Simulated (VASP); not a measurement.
Here is the system:

```
CELL_PARAMETERS angstrom
      2.80957     0.00000     0.00000
      0.00000     2.80957     0.00000
      0.00000     0.00000     2.80957
ATOMIC_POSITIONS crystal
  Al 0.50000 0.50000 0.50000
  Ni 0.00000 0.00000 0.00000
```

Calculation: LDA (Ceperley-Alder, Perdew-Zunger), VASP's LDA PAW potentials (set 64) (plane waves; VASP). Run with 500 eV cut-off, 13×13×13 Γ-centred mesh, first-order Methfessel-Paxton smearing of 0.10 eV, potentials Al Ni.

### Question
What does the run give for the energy per atom (σ→0), pressure, band gap (on the k-mesh) with the smallest direct gap where there is one?

### Answer

The band gap (on the k-mesh) comes out as none (metal, semimetal or under 0.01 eV) and the energy per atom (σ→0) is -6.096 eV/atom. The pressure is 5.17 GPa.

Only differences to runs with the same potentials and settings are physical.

The compound is NiAl in the CsCl type structure. It was relaxed first under an external pressure of 5 GPa. The run is not spin-polarised, so no magnetic state was tried. The electron count is odd and the run is not spin-polarised, which forces a metal.
